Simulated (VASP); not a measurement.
Crystal: MoS2.

```
CELL_PARAMETERS angstrom
3.16100 0.00000 0.00000
-1.58050 2.73751 0.00000
0.00000 0.00000 11.68025
ATOMIC_POSITIONS crystal
Mo 0.33333 0.66667 0.25000
Mo 0.66667 0.33333 0.75000
S 0.66667 0.33333 0.38399
S 0.66667 0.33333 0.11601
S 0.33333 0.66667 0.88399
S 0.33333 0.66667 0.61601
```

The cell was built by a generator and needn't be a form met in nature.

Base run:

```yaml
Program: VASP 6.6.1
Functional: PBE
Dispersion: TS
Potentials_or_basis: VASP PAW PBE potentials, release 64 (Mo_sv, S)
Cutoff: 520 eV
k_mesh: 8 × 8 × 2
Occupations: fermi-dirac, width 0.05 eV
Spin: no spin polarisation
```

Its results: band gap on the k mesh 0.69 eV, indirect (least direct gap 1.87 eV); pressure -0.1 GPa; largest force 0.193 eV/Å.

Problem. The run is repeated on the same cell with these changes: dispersion from TS to D3(BJ). What comes out?

Solution. Band gap on the k mesh 0.69 eV, indirect (least direct gap 1.87 eV); pressure -0.6 GPa; largest force 0.211 eV/Å.

A k mesh can miss the band edges.

Not every run made on this cell is shown here.
